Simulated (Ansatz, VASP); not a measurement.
# Mo (Mo(110)) in two plane-wave programs

Wanted: the spread between two codes on one cell, functional and k mesh. The cell is taken from a series of runs on this material, whose earlier steps may have relaxed, scaled, displaced or heated it; both programs get it as it stands.

Main program and level: Ansatz 0.2.0; plane waves, with VASP 6.6.1 beside it; PBE.

### Step 1. Set-up

The cell holds 13 atoms: 13 Mo. Cell: a = 2.728 Å, b = 2.728 Å, c = 44.729 Å, α = 90.0°, β = 90.0°, γ = 70.5°. Vacuum lies along c.

As a file:

```xyz
13
Lattice="2.2274 -1.5750 0.0000 2.2274 1.5750 0.0000 0.0000 0.0000 44.7286" Properties=species:S:1:pos:R:3
Mo    0.0000    0.0000    9.0000
Mo    2.2274    0.0000   11.2274
Mo    0.0000    0.0000   13.4548
Mo    2.2274    0.0000   15.6822
Mo    0.0000    0.0000   17.9095
Mo    2.2274    0.0000   20.1369
Mo    0.0000    0.0000   22.3643
Mo    2.2274    0.0000   24.5917
Mo    0.0000    0.0000   26.8191
Mo    2.2274    0.0000   29.0465
Mo    0.0000    0.0000   31.2739
Mo    2.2274    0.0000   33.5012
Mo    0.0000    0.0000   35.7286
```

### Step 2. VASP: single point, PBE

A single point takes one fixed geometry, so differences don't come from the geometry; what else differs is listed under the comparison.

Lines of VASP's logs that name or quote its potential files are left out, and so is its time.

Contents of INCAR:

```
SYSTEM = Mo
PREC = Accurate
ENCUT = 400
EDIFF = 1E-06
NELM = 120
ISMEAR = -1
SIGMA = 0.1
LREAL = .FALSE.
ALGO = Normal
GGA = PE
NBANDS = 112
LASPH = .TRUE.
LORBIT = 11
LWAVE = .FALSE.
LCHARG = .FALSE.
ISIF = 2
LDIPOL = .TRUE.
IDIPOL = 3
DIPOL = 0.5 0.5 0.5
LVHAR = .TRUE.
GGA_COMPAT = .FALSE.
NELMDL = -8
KPAR = 4
```

Contents of POSCAR:

```
Mo
1.0
    2.2273863607     -1.5750000000      0.0000000000
    2.2273863607      1.5750000000      0.0000000000
    0.0000000000      0.0000000000     44.7286363289
Mo
13
Direct
    0.0000000000      0.0000000000      0.2012133778
    0.5000000000      0.5000000000      0.2510111482
    0.0000000000      0.0000000000      0.3008089185
    0.5000000000      0.5000000000      0.3506066889
    0.0000000000      0.0000000000      0.4004044593
    0.5000000000      0.5000000000      0.4502022296
    0.0000000000      0.0000000000      0.5000000000
    0.5000000000      0.5000000000      0.5497977704
    0.0000000000      0.0000000000      0.5995955407
    0.5000000000      0.5000000000      0.6493933111
    0.0000000000      0.0000000000      0.6991910815
    0.5000000000      0.5000000000      0.7489888518
    0.0000000000      0.0000000000      0.7987866222
```

Contents of KPOINTS:

```
Automatic mesh
0
Gamma
16 16 1
0 0 0
```

PAW data sets: Mo_sv (PBE family, release 64).

The run is started by

```bash
> mpirun -np 4 vasp_std
```

Numbers of over 12 decimals in the logs are rounded to 6 here.

The program printed:

```text
[banner, memory and clock lines left out]
running    4 mpi-ranks, on    1 nodes
 distrk:  each k-point on    1 cores,    4 groups
 distr:  one band on    1 cores,    1 groups

 POSCAR found type information on POSCAR Mo
 POSCAR found :  1 types and      13 ions
 LDA part: xc-table for (Slater+PW92), standard interpolation
 POSCAR, INCAR and KPOINTS ok, starting setup
 FFT: planning ... GRIDC
 FFT: planning ... GRID_SOFT
 FFT: planning ... GRID
 WAVECAR not read
 entering main loop
       N       E                     dE             d eps       ncg     rms          rms(c)
DAV:   1     0.204391599779E+04    0.20439E+04   -0.10500E+05 19248   0.134E+03
DAV:   2    -0.646727623746E+02   -0.21086E+04   -0.20459E+04 17880   0.477E+02
DAV:   3    -0.146449893828E+03   -0.81777E+02   -0.78622E+02 22192   0.831E+01
DAV:   4    -0.149193554571E+03   -0.27437E+01   -0.26688E+01 21096   0.119E+01
DAV:   5    -0.149312391495E+03   -0.11884E+00   -0.11599E+00 22104   0.201E+00
DAV:   6    -0.149318070884E+03   -0.56794E-02   -0.55144E-02 21240   0.352E-01
DAV:   7    -0.149318456754E+03   -0.38587E-03   -0.38001E-03 20056   0.723E-02
DAV:   8    -0.149318486354E+03   -0.29600E-04   -0.29391E-04 18472   0.161E-02    0.510E+01
DAV:   9    -0.295796503804E+03   -0.14648E+03   -0.72772E+02 24768   0.801E+01    0.882E+01
DAV:  10    -0.231378225556E+03    0.64418E+02   -0.27489E+03 24176   0.492E+01    0.698E+01
DAV:  11    -0.155970183372E+03    0.75408E+02   -0.70866E+02 22016   0.457E+01    0.336E+01
DAV:  12    -0.250099613854E+03   -0.94129E+02   -0.11627E+03 24920   0.626E+01    0.564E+01
DAV:  13    -0.164718244418E+03    0.85381E+02   -0.42467E+02 22792   0.387E+01    0.338E+01
DAV:  14    -0.139855918875E+03    0.24862E+02   -0.15048E+02 22520   0.220E+01    0.161E+01
[...]
DAV:  37    -0.139809252230E+03   -0.15016E-03   -0.86968E-05 19408   0.317E-02    0.130E-02
DAV:  38    -0.139809306341E+03   -0.54111E-04   -0.16582E-05 16848   0.110E-02    0.142E-02
DAV:  39    -0.139809316994E+03   -0.10654E-04   -0.13933E-06 12016   0.498E-03    0.100E-02
DAV:  40    -0.139809338849E+03   -0.21854E-04   -0.23942E-06 13528   0.650E-03    0.776E-03
DAV:  41    -0.139809347439E+03   -0.85899E-05   -0.85722E-07 11128   0.305E-03    0.517E-03
DAV:  42    -0.139809350585E+03   -0.31467E-05   -0.59097E-07 11168   0.259E-03    0.213E-03
DAV:  43    -0.139809352552E+03   -0.19665E-05   -0.24098E-07 10224   0.124E-03    0.117E-03
DAV:  44    -0.139809352744E+03   -0.19235E-06   -0.76351E-08  9784   0.718E-04
   1 F= -.13980935E+03 E0= -.13965677E+03  d E =-.305158E+00
```

From OUTCAR (step 2):

```text
ion  position               nearest neighbor table
   1  0.000  0.000  0.201-   2 2.73   2 2.73   2 3.15   2 3.15
   2  0.500  0.500  0.251-   3 2.73   3 2.73   1 2.73   1 2.73   3 3.15   3 3.15   1 3.15   1 3.15

  LATTYP: Found a base centered orthorhombic cell.
 ALAT       =     3.1500000000
 B/A-ratio  =     1.4142135623
 C/A-ratio  =    14.1995670885

 Subroutine GETGRP returns: Found  8 space group operations
 (whereof  8 operations were pure point group operations)

The static configuration has the point symmetry D_2h.

 Found     73 irreducible k-points:

   k-points           NKPTS =     73   k-points in BZ     NKDIM =     73   number of bands    NBANDS=    112

   dimension x,y,z NGX =    18 NGY =   18 NGZ =  294
   dimension x,y,z NGXF=    36 NGYF=   36 NGZF=  588

   ENCUT  =  400.0 eV  29.40 Ry    5.42 a.u.   4.45  4.45 72.94*2*pi/ulx,y,z

   NELECT =     182.0000    total number of electrons

 k-points in reciprocal lattice and weights: Automatic mesh
   0.00000000  0.00000000  0.00000000       0.004
   0.06250000  0.00000000  0.00000000       0.016
   0.12500000  0.00000000  0.00000000       0.016
   0.18750000  0.00000000  0.00000000       0.016
   0.25000000  0.00000000  0.00000000       0.016
   0.31250000  0.00000000  0.00000000       0.016
   0.37500000  0.00000000  0.00000000       0.016
   0.43750000 -0.00000000  0.00000000       0.016
   0.50000000  0.00000000  0.00000000       0.008
[...]
-0.43750000  0.43750000  0.00000000       0.008
   0.50000000  0.50000000  0.00000000       0.004

 dipolmoment           0.000000      0.000000     -0.000000 electrons x Angstroem

 average (electrostatic) potential at core
       1 -75.1120       2 -75.2854       3 -75.2239       4 -75.2212       5 -75.2064
       6 -75.2159       7 -75.2135       8 -75.2159       9 -75.2064      10 -75.2212
      11 -75.2239      12 -75.2854      13 -75.1120

 E-fermi :   6.5607

 k-point     1 :       0.0000    0.0000    0.0000
  band No.  band energies     occupation
    ...
     89       5.6449      1.99979
     90       5.6933      1.99966
     91       6.0773      1.98421
     92       6.1735      1.95919
     93       6.5548      1.02945
     94       6.7339      0.30044
     95       7.1138      0.00789
     96       7.2515      0.00200
     97       7.6340      0.00004
     98       7.6597      0.00003
    ...

 k-point     2 :       0.0625    0.0000    0.0000
  band No.  band energies     occupation
    ...
     89       5.5562      1.99991
     90       5.8241      1.99874
     91       5.9452      1.99576
     92       6.2295      1.92964
     93       6.4571      1.47593
     94       6.7174      0.34527
     95       6.9189      0.05412
     96       7.2322      0.00242
     97       7.3173      0.00103
     98       7.4722      0.00022
    ...

 k-point     3 :       0.1250    0.0000    0.0000
  band No.  band energies     occupation
    ...
     91       5.9479      1.99565
     92       6.1157      1.97691
     93       6.3207      1.83365
     94       6.4659      1.44142
     95       6.6259      0.68470
     96       6.6823      0.45716
     97       7.1453      0.00577
     98       7.3817      0.00054
     99       7.3833      0.00053
    100       7.4694      0.00023
    ...

  Total       -1.9743589     -1.5771672     -0.0430639      0.0000000      0.0000000      0.0000000
  in kB      -10.0796378     -8.0518664     -0.2198526      0.0000000      0.0000000      0.0000000
  external PRESSURE =      -6.1171189 kB  Pullay stress =       0.0000000 kB

  energy-cutoff  :      400.00
  volume of cell :      313.83
      direct lattice vectors                 reciprocal lattice vectors
     2.227386361 -1.575000000  0.000000000     0.224478343 -0.317460317  0.000000000
     2.227386361  1.575000000  0.000000000     0.224478343  0.317460317  0.000000000
     0.000000000  0.000000000 44.728636329     0.000000000  0.000000000  0.022357042

 POSITION                                       TOTAL-FORCE (eV/Angst)
 -----------------------------------------------------------------------------------
      0.00000      0.00000      9.00000        -0.000000      0.000000      0.481834
      2.22739      0.00000     11.22739         0.000000      0.000000     -0.632311
      0.00000      0.00000     13.45477         0.000000      0.000000      0.001681
      2.22739      0.00000     15.68216         0.000000      0.000000     -0.017313
      0.00000      0.00000     17.90955        -0.000000      0.000000      0.018544
      2.22739      0.00000     20.13693        -0.000000      0.000000     -0.007896
      0.00000      0.00000     22.36432         0.000000      0.000000     -0.000000
      2.22739      0.00000     24.59170        -0.000000      0.000000      0.007896
      0.00000      0.00000     26.81909        -0.000000      0.000000     -0.018544
      2.22739      0.00000     29.04648        -0.000000      0.000000      0.017313
      0.00000      0.00000     31.27386        -0.000000      0.000000     -0.001681
      2.22739      0.00000     33.50125         0.000000      0.000000      0.632311
      0.00000      0.00000     35.72864         0.000000      0.000000     -0.481834
 -----------------------------------------------------------------------------------
    total drift:                                0.000000     -0.000000      0.000000

  FREE ENERGIE OF THE ION-ELECTRON SYSTEM (eV)
  ---------------------------------------------------
  free  energy   TOTEN  =      -139.8093527442 eV

  energy  without entropy=     -139.5041945746  energy(sigma->0) =     -139.65677366

 vacuum level on the upper side and lower side of the slab        11.225        11.225

 total charge
# of ion       s       p       d       tot
------------------------------------------
    1        2.371   6.128   3.886  12.385
    2        2.380   6.204   3.910  12.494
    3        2.381   6.206   3.916  12.502
    4        2.382   6.208   3.909  12.499
    5        2.382   6.207   3.914  12.503
    6        2.382   6.207   3.913  12.502
    7        2.382   6.207   3.915  12.503
    8        2.382   6.207   3.913  12.502
    9        2.382   6.207   3.914  12.503
   10        2.382   6.208   3.909  12.499
   11        2.381   6.206   3.916  12.502
   12        2.380   6.204   3.910  12.494
   13        2.371   6.128   3.886  12.385
--------------------------------------------------
tot         30.937  80.525  50.813 162.275

[... 3 further parts left out ...]
```

### Step 3. Ansatz: single point, PBE

Ansatz runs on its default PAW (the set named soft_2) files.

The same cell, functional, mesh and smearing now go to Ansatz, which takes its cutoff from its data sets.

Contents of input.yaml:

```yaml
crystal:
  lattice:
    - [2.2273863607, -1.575, 0.0]
    - [2.2273863607, 1.575, 0.0]
    - [0.0, 0.0, 44.7286363289]
  atoms:
    - { symbol: Mo, position: [0.0, 0.0, 0.2012133778] }
    - { symbol: Mo, position: [0.5, 0.5, 0.2510111482] }
    - { symbol: Mo, position: [0.0, 0.0, 0.3008089185] }
    - { symbol: Mo, position: [0.5, 0.5, 0.3506066889] }
    - { symbol: Mo, position: [0.0, 0.0, 0.4004044593] }
    - { symbol: Mo, position: [0.5, 0.5, 0.4502022296] }
    - { symbol: Mo, position: [0.0, 0.0, 0.5] }
    - { symbol: Mo, position: [0.5, 0.5, 0.5497977704] }
    - { symbol: Mo, position: [0.0, 0.0, 0.5995955407] }
    - { symbol: Mo, position: [0.5, 0.5, 0.6493933111] }
    - { symbol: Mo, position: [0.0, 0.0, 0.6991910815] }
    - { symbol: Mo, position: [0.5, 0.5, 0.7489888518] }
    - { symbol: Mo, position: [0.0, 0.0, 0.7987866222] }
kpoints:
  mp_grid: { grid: [16, 16, 1] }
hamiltonian:
  xc: pbe
scf:
  occupations: { method: fermi_dirac, width: 0.1 }
  convergence: { dr2_threshold: 1.0e-09 }
efield:
  axis: 3
  dipole_correction: true
  ramp_position: 0.97
  ramp_width: 0.06
output:
  write_potential: true
  write_density: true
  volumetric_format: npy
```

The run is started by

```bash
> ansatz run input.yaml --threads 2 --pin off --max-ram 3072MiB --backend cpu --events-out ev --progress --plain --runs-dir out
```

The program printed:

```text
Engine: ansatz 0.2.0, aarch64-unknown-linux-gnu
Pseudopotentials: kind: paw
Pseudopotential: Mo, paw, valence charge 14, recommended cutoff 420 eV (normal), Mo.paw.azcp
Functional definition: PBE
  parameter kappa = 0.804
  parameter beta = 0.066725
  exchange = pbe_x(kappa = kappa, mu = beta*pi^2/3)
  correlation = pbe_c(beta = beta)
Crystal: 13 atoms, lattice volume = 313.828 Å³
Basis set: ecut = 420 eV, 6247 PW (Γ)
Bands: 110, of which v1, the nominal top of the filled ones, is band 91 counted from 1 (90 counted from 0)
Symmetry: 4 space group operations
k-points: 73 of 256
Non-local potential: Mo, projectors of the file, l = 0: 3, l = 1: 2, l = 2: 2, l = 3: 1
PAW form: soft (Blöchl's): semilocal exchange-correlation on the pseudo side does not see the compensation charge
PAW one-centre angular grid: Mo, 590 points (default); XC on 64 Gauss nodes
Initial density: superposition of atomic densities (neutral atoms: chi_scale 0, normalization atom), corrected by the library's trained network
Initial wavefunctions: pseudopotential atomic-orbital guess
Functional: x = pbe(κ = 0.804, μ = 0.219515), c = pbe(β = 0.066725)
SCF iter   1: F=—  HF=-64425.933162 eV  |F-HF|=—  |Δ(HF+E_count)|=         —  Δρ=3.51e-3  dr2=3.81e-1  ethr=1.77e-3  p=0.000 e·Å  D=6.06e-14 V/Å  ΔV_dip=-0.00 eV  dr2_dipole=5.67e-6  V_vac-E_F(+/−)=4.84/4.84 eV  ⟨swp⟩=7.9  Hψ=78154  notcnv=0  defer=227
efield: sawtooth ramp at fractional position 0.9700 (set: `efield.ramp_position`, or a place that a band, a saddle search or an elastic batch's reference lends), width 0.0600; the density the first Hamiltonian is built on has a dipole p = 0.000 e·Å; the dipole correction subtracts the counter field D = 6.06e-14 V/Å, which shifts the + side's vacuum level by -0.00 eV against the − side's; the planar-averaged density in the ramp window peaks in size at 3.2e-5 e/Å³
automatic band count: the SCF goes on with 129 bands, as 110 were too few: the levels above may hold too much charge
preconditioner: auto → LDOS  [metal: Δε(μ)=0.012 eV  Ē_g=5.529 eV  σ=0.100 eV  W_gap=0.03  n_scr=62 (ndim 8)  ℏωp=18.5 eV  f_vac=0.323  D(μ)=9.20/eV (n_scr^D=32)  β→1.0]
SCF iter   2: F=—  HF=-64425.926290 eV  |F-HF|=—  |Δ(HF+E_count)|=   6.87e-3  Δρ=1.39e-3  dr2=2.17e-2  ethr=2.09e-4  p=0.000 e·Å  D=1.99e-6 V/Å  ΔV_dip=-0.00 eV  dr2_dipole=6.01e-6  V_vac-E_F(+/−)=4.68/4.68 eV  ⟨swp⟩=1.8  Hψ=12170  notcnv=0  defer=292
SCF iter   3: F=—  HF=-64425.923648 eV  |F-HF|=—  |Δ(HF+E_count)|=   2.64e-3  Δρ=4.52e-4  dr2=2.59e-3  ethr=1.19e-5  p=0.000 e·Å  D=1.12e-6 V/Å  ΔV_dip=-0.00 eV  dr2_dipole=3.65e-7  V_vac-E_F(+/−)=4.69/4.69 eV  ⟨swp⟩=2.6  Hψ=13526  notcnv=0  defer=292
SCF iter   4: F=—  HF=-64425.923337 eV  |F-HF|=—  |Δ(HF+E_count)|=   3.11e-4  Δρ=1.09e-4  dr2=1.24e-4  ethr=1.42e-6  p=-0.000 e·Å  D=-4.63e-8 V/Å  ΔV_dip=0.00 eV  dr2_dipole=4.55e-8  V_vac-E_F(+/−)=4.68/4.68 eV  ⟨swp⟩=2.6  Hψ=13070  notcnv=0  defer=292
SCF iter   5: F=—  HF=-64425.923342 eV  |F-HF|=—  |Δ(HF+E_count)|=   4.58e-6  Δρ=3.37e-5  dr2=1.19e-5  ethr=6.79e-8  p=-0.000 e·Å  D=-2.28e-7 V/Å  ΔV_dip=0.00 eV  dr2_dipole=3.41e-9  V_vac-E_F(+/−)=4.67/4.67 eV  ⟨swp⟩=2.8  Hψ=14276  notcnv=0  defer=292
SCF iter   6: F=—  HF=-64425.923280 eV  |F-HF|=—  |Δ(HF+E_count)|=   6.17e-5  Δρ=1.29e-5  dr2=1.93e-6  ethr=6.53e-9  p=-0.000 e·Å  D=-2.31e-7 V/Å  ΔV_dip=0.00 eV  dr2_dipole=2.00e-12  V_vac-E_F(+/−)=4.67/4.67 eV  ⟨swp⟩=2.3  Hψ=12494  notcnv=0  defer=292
SCF iter   7: F=—  HF=-64425.923280 eV  |F-HF|=—  |Δ(HF+E_count)|=   3.43e-7  Δρ=5.23e-6  dr2=3.69e-7  ethr=1.06e-9  p=-0.000 e·Å  D=-1.52e-7 V/Å  ΔV_dip=0.00 eV  dr2_dipole=1.73e-11  V_vac-E_F(+/−)=4.67/4.67 eV  ⟨swp⟩=2.4  Hψ=12741  notcnv=0  defer=292
SCF iter   8: F=—  HF=-64425.923280 eV  |F-HF|=—  |Δ(HF+E_count)|=   4.88e-8  Δρ=1.94e-6  dr2=3.58e-8  ethr=2.03e-10  p=-0.000 e·Å  D=-5.20e-8 V/Å  ΔV_dip=0.00 eV  dr2_dipole=3.80e-12  V_vac-E_F(+/−)=4.67/4.67 eV  ⟨swp⟩=2.8  Hψ=13645  notcnv=0  defer=292
SCF iter   9: F=—  HF=-64425.923280 eV  |F-HF|=—  |Δ(HF+E_count)|=   3.43e-9  Δρ=7.18e-7  dr2=2.29e-9  ethr=1.97e-11  p=-0.000 e·Å  D=-2.34e-8 V/Å  ΔV_dip=0.00 eV  dr2_dipole=1.53e-13  V_vac-E_F(+/−)=4.67/4.67 eV  ⟨swp⟩=3.1  Hψ=16365  notcnv=0  defer=292
SCF iter  10: F=-64425.923280 eV  HF=-64425.923280 eV  |F-HF|=3.27e-10  |Δ(HF+E_count)|=  3.27e-10  Δρ=3.10e-7  dr2=3.78e-10  ethr=1.00e-12  p=-0.000 e·Å  D=-7.45e-9 V/Å  ΔV_dip=0.00 eV  dr2_dipole=4.03e-15  V_vac-E_F(+/−)=4.67/4.67 eV  ⟨swp⟩=12.2  Hψ=28704  notcnv=0
SCF 1 converged in 10 iterations: F = -64425.923280 eV  dr2 = 3.78e-10
  greatest PAW one-centre occupation: 0.998 electrons in one spin orbital (limit 2), on the Mo atom at site 12 (counted from 0), in its partial waves of l = 0
WARN: The output density's exchange-correlation potential varies sharply where the density is thin. Do not read a vacuum level from v_tot or v_xc, or from such a field of the output density. On a cell that repeats whose density bears no net charge and no dipole along the vacuum's axis use v_es (v_loc + v_h of the components); under efield.dipole_correction with no amplitude use v_es + v_field, which holds any externa [...]
SCF converged after 10 iterations
Free energy (F): -64425.923280 eV
Harris-Foulkes:  -64425.923280 eV  (|F-HF|=3.27e-10)
Internal energy: -64425.618482 eV  (E = F + TS)
E sigma→0 (E₀):  -64425.770881 eV
Entropy (-TS):   -0.304798 eV (-23.446 meV/atom)
Fermi energy:    12.071625 eV
Dipole field:    D = -0.000000 V/Å  (p = -0.000000 e·Å, saw-weighted, corrected)
Work function:   Φ+ = 4.6660 eV   Φ− = 4.6660 eV
Levels:          The Fermi level and band energies are counted from a zero that moves with the ramp; work functions are not
--- Per-component energies (eV) ---
  E_band       = -2348.478866
  E_kinetic    = 5727.242915
  E_local      = -408822.481812  (includes V_loc(G=0)·N_el)
  E_nonlocal   = 1856.377744
  E_hartree    = 201867.610260
  E_xc         = -2382.882862
  E_vxc        = -2973.723188  (∫ρ·V_xc dr)
  E_paw        = -41616.243498  (= ΣΔE_a)
  E_vpaw       = -1871.118713  (= ΣTr[D̂ρ^β])
  E_aug_tail   = 0.000537  (compensation charges beyond the density's cutoff)
  E_efield     = 0.000000  (sawtooth field / dipole correction)
  E_vefield    = 0.000000  (∫n·V_field dr)
  E_ewald      = 178944.758234
  E_smearing   = -0.304798  (= −TS)
  E_closure    = 0.000000  (closes the sum)
  Σ components = -64425.923280   (vs F -64425.923280, Δ=0.00e0)
--- Band table (eV; the first three rows and the last of 73) ---
  k-point 0: bands = [... 87 lower, 10.9299, 11.1560, 11.2046, 11.5888, 11.6832, 12.0664, 12.2425, 12.6253, ... 34 higher]
  k-point 1: bands = [... 87 lower, 10.9379, 11.0677, 11.3352, 11.4556, 11.7409, 11.9662, 12.2286, 12.4271, ... 34 higher]
  k-point 2: bands = [... 87 lower, 11.1237, 11.1808, 11.3111, 11.4584, 11.6261, 11.8302, 11.9747, 12.1332, ... 34 higher]
  k-point 72: bands = [... 87 lower, 12.6360, 12.6867, 12.9380, 12.9984, 13.0771, 13.4306, 13.4879, 13.6030, ... 34 higher]
```

### Step 4. Side by side

Known differences besides the potentials themselves: the cutoff is 420 eV in Ansatz and 400 eV in VASP. Total energies have different zeros and are not compared.

The two programs side by side:

```csv
quantity,Ansatz,VASP,difference
"work function, lower of the two faces (eV)",4.67,4.66,0.00
"work function, higher of the two faces (eV)",4.67,4.66,0.00
```

Where the cell holds vacuum, a pressure given here is an average over it and none of the material.

### Step 5. Outcome

| Property | Result |
| --- | --- |
| difference in work function, higher of the two faces (single point, PBE) | 0.0017 eV |

In words: The difference in work function, higher of the two faces is 0.0017 eV (single point, PBE). Such differences can come from data sets, numerical settings and the points named under the comparisons, not from the functional's error against experiment.

[Lines on the potential files, build, host, timing and source positions are cut from VASP's logs without a mark.]

[Logs are printed without paths, hosts, clocks, repeated set-up lines and the standing remarks that a program may print on its own settings, such as how far it seeks lower states.]

[Hosts, paths, dates, database ids (printed as entryN), source tags and the programs' standing remarks are cut or masked in the printed files.]
